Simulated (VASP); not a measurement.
Input:

```
CELL_PARAMETERS angstrom
      0.00000     2.75712     2.75712
      2.75712     0.00000     2.75712
      2.75712     2.75712     0.00000
ATOMIC_POSITIONS crystal
  Ge 0.00000 0.00000 0.00000
  Ge 0.25000 0.25000 0.25000
```

Method: LDA (Ceperley-Alder, Perdew-Zunger), VASP's LDA PAW potentials (set 64) (plane waves; VASP). Numerical set-up: 500 eV cut-off, 8×8×8 Γ-centred mesh, Gaussian smearing of 0.050 eV, potentials Ge_d.

Energy and stress use the plane-wave basis of the starting cell.

Problem. The ions, cell shape and volume at an external pressure of 10.0 GPa are relaxed. Which structure does the run end with?

Solution. 
```
CELL_PARAMETERS angstrom
      0.00000     2.71405     2.71405
      2.71405     0.00000     2.71405
      2.71405     2.71405     0.00000
ATOMIC_POSITIONS crystal
  Ge 0.00000 0.00000 0.00000
  Ge 0.25000 0.25000 0.25000
```
Space group Fd-3m (227), at a tolerance of 0.03 Å.

Problem. How do energy and volume change from the first to the last step?

Solution. The energy (σ→0) changes by +43.9 meV/atom and the volume by -4.6 %, in 8 ionic steps.

```
step  E(σ→0) (eV)  max force (eV/Å)  pressure (GPa)  volume (Å³)
----  -----------  ----------------  --------------  -----------
1        -10.3429             0.000            4.91        41.92
2        -10.0935             0.000           16.24        38.01
3        -10.2555             0.000            9.82        39.99
4        -10.2519             0.000           10.20        39.93
5        -10.2599             0.000            9.65        40.06
6        -10.2539             0.000           10.22        39.97
7        -10.2563             0.000            9.75        40.00
8        -10.2550             0.000            9.93        39.98
```

The compound is Ge in the diamond structure. This run relaxes it under an external pressure of 10 GPa. Symmetry was kept, so distortions that lower it aren't found.
